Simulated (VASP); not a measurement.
# GaGe7 (P-43m) in VASP: settings compared, part 2 of 2

VASP 6.6.1. The steps go on from the part before.

### 3 Relaxation of cell and atoms, LDA

This run uses another cell than the first one, of 22.25 Å³/atom, 0.931 times its volume.

Input file INCAR:

```
SYSTEM = GaGe7
  ALGO = Normal
  EDIFF = 1E-7
  EDIFFG = -0.02
  ENCUT = 600
  IBRION = 2
  ISIF = 3
  ISMEAR = 0
  LASPH = .True.
  LATTICE_CONSTRAINTS = .FALSE. .FALSE. .TRUE.
  LCHARG = .False.
  LREAL = .False.
  LWAVE = .False.
  NELM = 60
  NSW = 40
  PREC = Accurate
  SIGMA = 0.05
```

Input file KPOINTS:

```
k-points
0
Gamma
  7 7 7
  0 0 0
```

Input file POSCAR:

```
GaGe7
1.0
    5.6249000000      0.0000000000      0.0000000000
    0.0000000000      5.6249000000      0.0000000000
    0.0000000000      0.0000000000      5.6249000000
Ga Ge
1 7
Direct
    0.0000000000      0.0000000000      0.0000000000
    0.0000000000      0.5000000000      0.5000000000
    0.5000000000      0.0000000000      0.5000000000
    0.5000000000      0.5000000000      0.0000000000
    0.2500000000      0.2500000000      0.2500000000
    0.2500000000      0.7500000000      0.7500000000
    0.7500000000      0.2500000000      0.7500000000
    0.7500000000      0.7500000000      0.2500000000
```

Potentials or basis: VASP PAW LDA potentials, release 64 (Ga_d, Ge_d).

Launch:

```sh
cat potpaw_LDA.64/Ga_d/POTCAR potpaw_LDA.64/Ge_d/POTCAR > POTCAR
mpirun -np 1 vasp_std > vasp.out
```

OUTCAR:

```text
SYSTEM = GaGe7
   EDIFF = 1E-7
   EDIFFG = -0.02
   ENCUT = 600
   IBRION = 2
   ISIF = 3
   ISMEAR = 0
   LASPH = .True.
   LREAL = .False.
   NELM = 60
   NSW = 40
   PREC = Accurate

 ion  position               nearest neighbor table
   1  0.000  0.000  0.000-   5 2.44   6 2.44   7 2.44   8 2.44
   2  0.000  0.500  0.500-   5 2.44   6 2.44   7 2.44   8 2.44
   3  0.500  0.000  0.500-   5 2.44   6 2.44   7 2.44   8 2.44
   4  0.500  0.500  0.000-   5 2.44   6 2.44   7 2.44   8 2.44
   5  0.250  0.250  0.250-   1 2.44   2 2.44   3 2.44   4 2.44
   6  0.250  0.750  0.750-   1 2.44   2 2.44   3 2.44   4 2.44
   7  0.750  0.250  0.750-   1 2.44   2 2.44   3 2.44   4 2.44
   8  0.750  0.750  0.250-   1 2.44   2 2.44   3 2.44   4 2.44

  LATTYP: Found a simple cubic cell.
 ALAT       =     5.6249000000

  Lattice vectors:

 A1 = (   5.6249000000,   0.0000000000,   0.0000000000)
 A2 = (   0.0000000000,   5.6249000000,   0.0000000000)
 A3 = (   0.0000000000,   0.0000000000,   5.6249000000)

Analysis of symmetry for initial positions (statically):
=====================================================================
 Subroutine PRICEL returns:
 Original cell was already a primitive cell.
[... 170 lines left out ...]

 number of electron     110.9999925 magnetization

 Free energy of the ion-electron system (eV)
  ---------------------------------------------------
  ext. energy  EPLUGINS =         0.00000000
  ---------------------------------------------------
  free energy    TOTEN  =       -39.67326870 eV

  energy without entropy =      -39.66881466  energy(sigma->0) =      -39.67104168

------------------------ aborting loop because EDIFF is reached ----------------------------------------

  FORCE on cell =-STRESS in cart. coord.  units (eV):
  Direction    XX          YY          ZZ          XY          YZ          ZX
  --------------------------------------------------------------------------------------
  -------------------------------------------------------------------------------------
  Total        0.0793612      0.0793612      0.0793612      0.0000000     -0.0000000     -0.0000000
  in kB        0.7144539      0.7144539      0.7144539      0.0000000     -0.0000000     -0.0000000
  external PRESSURE =       0.7144539 kB  Pullay stress =       0.0000000 kB
[... 113 lines left out ...]
--------------------------------------- Ionic step        4  -------------------------------------------

 number of electron     111.0000386 magnetization

 Free energy of the ion-electron system (eV)
  ---------------------------------------------------
  ext. energy  EPLUGINS =         0.00000000
  ---------------------------------------------------
  free energy    TOTEN  =       -39.68853650 eV

  energy without entropy =      -39.68440005  energy(sigma->0) =      -39.68646828

 E-fermi :   3.9848     XC(G=0): -10.3558

 val. band max:        3.9516771701   @ k =   0.2857   0.0000   0.0000
 cond. band min:       3.9926701755   @ k =   0.2857   0.1429   0.1429
 fundamental gap:      0.0409930054
 Fermi energy:         3.9848218721

 k-point     1 :       0.0000    0.0000    0.0000
  band No.  band energies     occupation
      1     -20.3346      2.00000
      2     -20.3296      2.00000
      3     -20.3296      2.00000
      4     -20.3262      2.00000
      5     -20.3183      2.00000
      6     -20.3183      2.00000
[... 1404 lines left out ...]
  FREE ENERGIE OF THE ION-ELECTRON SYSTEM (eV)
  ---------------------------------------------------
  free  energy   TOTEN  =       -39.6885365003 eV

  energy  without entropy=      -39.6844000549  energy(sigma->0) =      -39.68646828

 reached required accuracy - stopping structural energy minimisation
```

OSZICAR:

```text
N       E                     dE             d eps       ncg     rms          rms(c)
DAV:   1     0.139176212670E+04    0.13918E+04   -0.55355E+04  3128   0.481E+03
DAV:   2     0.268360145699E+03   -0.11234E+04   -0.10869E+04  2640   0.121E+03
DAV:   3    -0.984101955142E+01   -0.27820E+03   -0.26705E+03  2752   0.298E+02
DAV:   4    -0.390383001842E+02   -0.29197E+02   -0.28441E+02  3020   0.101E+02
[... 37 lines left out ...]
DAV:   4    -0.396885427783E+02    0.14135E-04   -0.24003E-05  2946   0.105E-01    0.371E-03
DAV:   5    -0.396885394487E+02    0.33296E-05   -0.10474E-05  2866   0.337E-02    0.171E-03
DAV:   6    -0.396885380367E+02    0.14120E-05   -0.11590E-06  2498   0.226E-02    0.829E-04
DAV:   7    -0.396885365843E+02    0.14524E-05   -0.42824E-07  2328   0.983E-03    0.343E-04
DAV:   8    -0.396885365003E+02    0.83925E-07   -0.12806E-07  1534   0.430E-03
   4 F= -.39688537E+02 E0= -.39686468E+02  d E =-.152678E-01
```

CONTCAR:

```text
GaGe7
   1.00000000000000
     5.6249000000000002    0.0000000000000000    0.0000000000000000
     0.0000000000000000    5.6249000000000002    0.0000000000000000
     0.0000000000000000    0.0000000000000000    5.6291677368431632
  Ga              Ge
     1     7
Direct
     0.0000000000000000    0.0000000000000000    0.0000000000000000
     0.0000000000000000    0.5000000000000000    0.5000000000000000
     0.5000000000000000    0.0000000000000000    0.5000000000000000
     0.5000000000000000    0.5000000000000000    0.0000000000000000
     0.2479313342843333    0.2479313342843333    0.2479317471597231
     0.2479313342843333    0.7520686657156667    0.7520682528402770
     0.7520686657156667    0.2479313342843333    0.7520682528402770
     0.7520686657156667    0.7520686657156667    0.2479317471597231

  0.00000000E+00  0.00000000E+00  0.00000000E+00
  0.00000000E+00  0.00000000E+00  0.00000000E+00
  0.00000000E+00  0.00000000E+00  0.00000000E+00
  0.00000000E+00  0.00000000E+00  0.00000000E+00
  0.00000000E+00  0.00000000E+00  0.00000000E+00
  0.00000000E+00  0.00000000E+00  0.00000000E+00
  0.00000000E+00  0.00000000E+00  0.00000000E+00
  0.00000000E+00  0.00000000E+00  0.00000000E+00
```

Wall time 14 min (1 thread of AMD EPYC 7R13 (Zen 3), shared host); peak memory 0.37 GiB.

Results:

- Free energy: -39.6885 eV
- Relaxed volume: 22.26 Å³/atom
- Relaxed cell: a = 5.625 Å, b = 5.625 Å, c = 5.629 Å, α = 90.00°, β = 90.00°, γ = 90.00°
- Space group after relaxing (to 0.05 Å): P-43m (No. 215)
- Energy gained by relaxing: 1.9 meV/atom
- Ionic steps: 4
- Pressure after relaxing: 0.0 GPa
- Band gap on the k mesh: none (metal or under the smearing width)

Step by step:
| step | energy change (eV) | largest force (eV/Å) | pressure (GPa) | volume (Å³) |
| --- | --- | --- | --- | --- |
| 1 | 0.0000 | 0.2635 | 0.07 | 177.97 |
| 2 | -0.0120 | 0.1038 | 0.01 | 178.05 |
| 3 | -0.0134 | 0.0718 | 0.01 | 178.07 |
| 4 | -0.0153 | 0.0074 | 0.00 | 178.10 |

Final structure:
```
Ga Ge
1.0
     5.62490    0.00000    0.00000
     0.00000    5.62490    0.00000
     0.00000    0.00000    5.62917
Ga Ge
1 7
Direct
  0.00000 0.00000 0.00000
  0.00000 0.50000 0.50000
  0.50000 0.00000 0.50000
  0.50000 0.50000 0.00000
  0.24793 0.24793 0.24793
  0.24793 0.75207 0.75207
  0.75207 0.24793 0.75207
  0.75207 0.75207 0.24793
```

### 4 Relaxation of cell and atoms, PBEsol

This run uses another cell than the first one, of 22.84 Å³/atom, 0.956 times its volume.

Input file INCAR:

```
ALGO = Normal
EDIFF = 1E-6
EDIFFG = -0.01
ENCUT = 600
GGA = PS
IBRION = 2
ISIF = 3
ISMEAR = 0
LASPH = T
LATTICE_CONSTRAINTS = .FALSE. .FALSE. .TRUE.
LCHARG = F
LREAL = F
LWAVE = F
NELM = 60
NSW = 60
PREC = Accurate
SIGMA = 0.05
```

Input file KPOINTS:

```
k-points
0
Gamma
  7 7 7
```

POSCAR, as its differences from that of step 3:

```diff
@@ -2,5 +2,5 @@
 1.0
-    5.6249000000      0.0000000000      0.0000000000
-    0.0000000000      5.6249000000      0.0000000000
-    0.0000000000      0.0000000000      5.6249000000
+    5.6747000000      0.0000000000      0.0000000000
+    0.0000000000      5.6747000000      0.0000000000
+    0.0000000000      0.0000000000      5.6747000000
 Ga Ge
```

Potentials or basis: VASP PAW PBE potentials, release 64 (Ga_d, Ge_d).

Launch:

```sh
cat potpaw_PBE.64/Ga_d/POTCAR potpaw_PBE.64/Ge_d/POTCAR > POTCAR
mpirun -np 1 vasp_std > vasp.out
```

Wall time 11 min (1 thread of Intel Xeon Platinum 8488C (Sapphire Rapids), shared host); peak memory 0.48 GiB.

The run converged. Its results:

```yaml
Free_energy: -37.6055 eV
Relaxed_volume: 22.87 Å³/atom
Relaxed_cell: a = 5.675 Å, b = 5.675 Å, c = 5.682 Å, α = 90.00°, β = 90.00°, γ = 90.00°
Space_group_after_relaxing_to_0.05_Å: P-43m (No. 215)
Energy_gained_by_relaxing: 2.0 meV/atom
Ionic_steps: 6
Pressure_after_relaxing: 0.0 GPa
Band_gap_on_the_k_mesh: none (metal or under the smearing width)
```

Step by step:
```
step  energy change (eV)  largest force (eV/Å)  pressure (GPa)  volume (Å³)
   1              0.0000                0.2324            0.10       182.74
   2             -0.0112                0.0977           -0.01       182.87
   3             -0.0123                0.0787            0.03       182.88
   4             -0.0142                0.0418            0.04       182.92
   5             -0.0165                0.0342           -0.03       182.99
   6             -0.0157                0.0012           -0.03       182.96
```

Final structure:
```xyz
8
Lattice="5.6747 0.0000 0.0000 0.0000 5.6747 0.0000 0.0000 0.0000 5.6815" Properties=species:S:1:pos:R:3 pbc="T T T"
Ga    0.0000    0.0000    0.0000
Ge    0.0000    2.8373    2.8408
Ge    2.8373    0.0000    2.8408
Ge    2.8373    2.8373    0.0000
Ge    1.4076    1.4076    1.4093
Ge    1.4076    4.2671    4.2722
Ge    4.2671    1.4076    4.2722
Ge    4.2671    4.2671    1.4093
```

Levels at points of the mesh, in eV from the Fermi level:
```tsv
k point	band 52	band 53	band 54	band 55	band 56	band 57	band 58	band 59	band 60	band 61
(0.00, 0.00, 0.00)	-1.90	-1.90	0.92	0.99	1.00	1.00	1.46	1.46	1.61	1.61
```

Caveat: the PAW data sets were made with another functional, which shifts forces and pressure a little.

### 5 The runs side by side

```tsv
level	potentials or basis	gap on the mesh (eV)	pressure (GPa)	relaxed volume (Å³/atom)
PBE	VASP PAW PBE potentials, release 64 (Ga_d, Ge_d)	none	0.0	23.97
LDA	VASP PAW LDA potentials, release 64 (Ga_d, Ge_d)	none	0.0	22.26
PBEsol	VASP PAW PBE potentials, release 64 (Ga_d, Ge_d)	none	0.0	22.87
```

Alike in all rows: task relaxation of cell and atoms; no spin polarisation; cell relaxed; k mesh 7 × 7 × 7; cutoff (eV) 600; smearing gaussian 0.05 eV.

Caveats: the PAW data sets were made with another functional, which shifts forces and pressure a little (some runs).

Absolute energies hang on the potentials; compare differences alone.
